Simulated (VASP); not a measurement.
# Cu (Copper): how cutoff and mesh change the relaxed cell, part 2 of 2

How far does the relaxed cell of Cu (Copper) depend on cutoff and k mesh? The starting structure is a measured crystal structure from the Crystallography Open Database. The first relaxation on each setting starts from this cell expanded by 3 % in volume.

VASP 6.6.1.

Results so far: reference 11.32 Å³ an atom; a cutoff of 300 eV 11.19 Å³ an atom; a 12×12×12 mesh 11.31 Å³ an atom.

## 5. Relaxation with a cutoff of 600 eV

Level of this step: PBEsol; plane waves and PAW (Cu) (VASP).

Against step 2 the input has ENCUT = 600. This run starts from the cell of an earlier relaxation, which isn't shown; the restart sets up the plane waves anew.

Input file INCAR:

```
SYSTEM = Cu
PREC = Accurate
ENCUT = 600
EDIFF = 1E-06
NELM = 100
ISMEAR = 1
SIGMA = 0.15
LREAL = .FALSE.
ALGO = Normal
GGA = PS
NBANDS = 11
LORBIT = 11
LWAVE = .FALSE.
LCHARG = .FALSE.
KPAR = 4
IBRION = 2
NSW = 50
ISIF = 3
EDIFFG = -0.006
```

Input file POSCAR:

```
Cu
1.0
    0.0000000000      1.7844299106      1.7844299106
    1.7844299106      0.0000000000      1.7844299106
    1.7844299106      1.7844299106      0.0000000000
Cu
1
Direct
    0.0000000000      0.0000000000      0.0000000000
```

Input file KPOINTS:

```
Automatic mesh
0
Gamma
22 22 22
0 0 0
```

PAW data sets: Cu (PBE family, release 64).

Launch:

```
> mpirun -np 4 vasp_std
```

Output:

```text
[... set-up lines as in an earlier step ...]
 entering main loop
       N       E                     dE             d eps       ncg     rms          rms(c)
DAV:   1     0.433542400107E+02    0.43354E+02   -0.60455E+03  7848   0.189E+03
DAV:   2    -0.417647881076E+01   -0.47531E+02   -0.44294E+02  7347   0.217E+02
DAV:   3    -0.539866151625E+01   -0.12222E+01   -0.12090E+01  8326   0.419E+01
DAV:   4    -0.540621423456E+01   -0.75527E-02   -0.75517E-02  8089   0.293E+00
[...]
DAV:   9    -0.430977332202E+01    0.18736E-02   -0.10590E-02  8477   0.191E+00    0.225E-02
DAV:  10    -0.430978085169E+01   -0.75297E-05   -0.31275E-05 10127   0.951E-02    0.707E-03
DAV:  11    -0.430978180523E+01   -0.95354E-06   -0.72072E-07  5140   0.182E-02
   1 F= -.43097818E+01 E0= -.43098676E+01  d E =-.430978E+01
[...]
reached required accuracy - stopping structural energy minimisation
```

Elapsed: 10 s, on 4 MPI ranks of AMD EPYC 7R43, shared host; peak memory 0.52 GiB.

OUTCAR, selected parts (step 5):

```text
  Total        0.0049997      0.0049997      0.0049997      0.0000000     -0.0000000     -0.0000000
  in kB        0.7048940      0.7048940      0.7048940      0.0000000     -0.0000000     -0.0000000
  external PRESSURE =       0.7048940 kB  Pullay stress =       0.0000000 kB

 POSITION                                       TOTAL-FORCE (eV/Angst)
 -----------------------------------------------------------------------------------
      0.00000      0.00000      0.00000        -0.000000     -0.000000     -0.000000
 -----------------------------------------------------------------------------------
    total drift:                               -0.000000     -0.000000     -0.000000

  FREE ENERGIE OF THE ION-ELECTRON SYSTEM (eV)
  ---------------------------------------------------
  free  energy   TOTEN  =        -4.3097818052 eV

  energy  without entropy=       -4.3100390829  energy(sigma->0) =       -4.30986756

[... 2 parts as in an earlier step ...]

[... 2 further parts left out ...]
[key lines of the parts left out:]
E-fermi :   7.8719
```

With a cutoff of 600 eV the cell ends at 11.364 Å³ an atom, +0.42 % from the reference.

## 6. Relaxation with a 30×30×30 mesh

Against step 2 the input has a 30×30×30 mesh. This run starts from the cell of an earlier relaxation, which isn't shown; the restart sets up the plane waves anew.

INCAR, as its differences from that of step 5:

```diff
@@ -2,3 +2,3 @@
 PREC = Accurate
-ENCUT = 600
+ENCUT = 450
 EDIFF = 1E-06
```

Input file POSCAR:

```
Cu
1.0
    0.0000000000      1.7826731630      1.7826731630
    1.7826731630      0.0000000000      1.7826731630
    1.7826731630      1.7826731630      0.0000000000
Cu
1
Direct
    0.0000000000      0.0000000000      0.0000000000
```

Input file KPOINTS:

```
Automatic mesh
0
Gamma
30 30 30
0 0 0
```

Launch:

```
> mpirun -np 4 vasp_std
```

Output:

```text
[... set-up lines as in an earlier step ...]
 entering main loop
       N       E                     dE             d eps       ncg     rms          rms(c)
DAV:   1     0.371012393490E+02    0.37101E+02   -0.50415E+03 18050   0.151E+03
DAV:   2    -0.449542463503E+01   -0.41597E+02   -0.38583E+02 16844   0.192E+02
DAV:   3    -0.540139065862E+01   -0.90597E+00   -0.90262E+00 18799   0.357E+01
DAV:   4    -0.540679348168E+01   -0.54028E-02   -0.54022E-02 18416   0.240E+00
[...]
DAV:  10    -0.430798037555E+01   -0.80615E-05   -0.31151E-05 22707   0.916E-02    0.614E-03
DAV:  11    -0.430798143922E+01   -0.10637E-05   -0.54511E-07 11880   0.144E-02    0.272E-04
DAV:  12    -0.430798145858E+01   -0.19360E-07   -0.55256E-08  9100   0.261E-03
   1 F= -.43079815E+01 E0= -.43080830E+01  d E =-.430798E+01
[...]
N       E                     dE             d eps       ncg     rms          rms(c)
DAV:   1    -0.430951928977E+01   -0.15379E-02   -0.26048E-02 19427   0.362E+00    0.323E-01
DAV:   2    -0.430849069804E+01    0.10286E-02   -0.20664E-02 19061   0.282E+00    0.126E-01
DAV:   3    -0.430803190039E+01    0.45880E-03   -0.31344E-03 19087   0.113E+00    0.451E-02
DAV:   4    -0.430799078886E+01    0.41112E-04   -0.48754E-05 19950   0.721E-02    0.144E-03
DAV:   5    -0.430799068794E+01    0.10092E-06   -0.28578E-07 11626   0.595E-03
   2 F= -.43079907E+01 E0= -.43080906E+01  d E =-.922935E-05
 trial-energy change:   -0.000009  1 .order   -0.000008   -0.000045    0.000029
 step:   0.6053(harm=  0.6053)  dis= 0.00000  next Energy=    -4.307995 (dE=-0.136E-04)
[...]
N       E                     dE             d eps       ncg     rms          rms(c)
DAV:   1    -0.430823401563E+01   -0.24323E-03   -0.40173E-03 19370   0.143E+00    0.127E-01
DAV:   2    -0.430807248243E+01    0.16153E-03   -0.31728E-03 19058   0.110E+00    0.490E-02
DAV:   3    -0.430800256921E+01    0.69913E-04   -0.48186E-04 19034   0.443E-01    0.179E-02
DAV:   4    -0.430799616234E+01    0.64069E-05   -0.80342E-06 18916   0.299E-02    0.711E-04
DAV:   5    -0.430799622971E+01   -0.67376E-07   -0.51378E-08  8713   0.247E-03
   3 F= -.43079962E+01 E0= -.43080968E+01  d E =-.147711E-04
[...]
reached required accuracy - stopping structural energy minimisation
```

The job ended after 33 s (4 MPI ranks; peak memory 0.63 GiB; 2.2 min of CPU time).

Parts of OUTCAR (step 6):

```text
  Total        0.0017906      0.0017906      0.0017906     -0.0000000     -0.0000000      0.0000000
  in kB        0.2535858      0.2535858      0.2535858     -0.0000000     -0.0000000      0.0000000
  external PRESSURE =       0.2535858 kB  Pullay stress =       0.0000000 kB

 POSITION                                       TOTAL-FORCE (eV/Angst)
 -----------------------------------------------------------------------------------
      0.00000      0.00000      0.00000         0.000000     -0.000000      0.000000
 -----------------------------------------------------------------------------------
    total drift:                                0.000000      0.000000      0.000000

  FREE ENERGIE OF THE ION-ELECTRON SYSTEM (eV)
  ---------------------------------------------------
  free  energy   TOTEN  =        -4.3079962297 eV

  energy  without entropy=       -4.3082980217  energy(sigma->0) =       -4.30809683

[... 1 part as in an earlier step ...]

[... 3 further parts left out ...]
[key lines of the parts left out:]
E-fermi :   7.9600
```

With a 30×30×30 mesh the cell ends at 11.313 Å³ an atom, -0.03 % from the reference.

## 7. The runs compared

| run | volume (Å³/atom) | change (%) | pressure left (GPa) | core minutes |
| --- | --- | --- | --- | --- |
| reference | 11.316 | - | 0.03 | 3.6 |
| a cutoff of 300 eV | 11.186 | -1.14 | 0.0 | 1.8 |
| a 12×12×12 mesh | 11.306 | -0.09 | 0.05 | 0.693 |
| a cutoff of 600 eV | 11.364 | 0.42 | 0.07 | 3.15 |
| a 30×30×30 mesh | 11.313 | -0.03 | 0.03 | 4.93 |

Core minutes are wall time times ranks, summed over the relaxations behind a row (those for a bulk modulus apart), on shared hosts.

## 8. Results

```yaml
volume_of_the_reference: 11.32 Å³/atom
volume_against_the_reference_a_cutoff_of_300_ev: -1.14 %
volume_against_the_reference_a_12x12x12_mesh: -0.09 %
volume_against_the_reference_a_cutoff_of_600_ev: +0.42 %
volume_against_the_reference_a_30x30x30_mesh: -0.03 %
```

What this shows: The volume moves most with a cutoff of 300 eV: -1.14 % against the reference (450 eV, 22×22×22 mesh). On finer settings it changes by +0.42 % with a cutoff of 600 eV and -0.03 % with a 30×30×30 mesh. The relaxations stop with up to 0.07 GPa left, which at a bulk modulus of 50 GPa, to name a scale, is 0.14 % of the volume. That understates it: a restart alone still moved the volume by up to 1.1 %. A cell that shrinks at the lower cutoff is the usual mark of Pulay stress, the error that a plane-wave basis makes when it is kept while the volume changes. Further runs on this material are not shown.

[Lines on the potential files, build, host, timing and source positions are cut from VASP's logs without a mark.]

[Logs are printed without paths, hosts, clocks, repeated set-up lines and the standing remarks that a program may print on its own settings, such as how far it seeks lower states.]

[Hosts, paths, dates, database ids (printed as entryN), source tags and the programs' standing remarks are cut or masked in the printed files.]
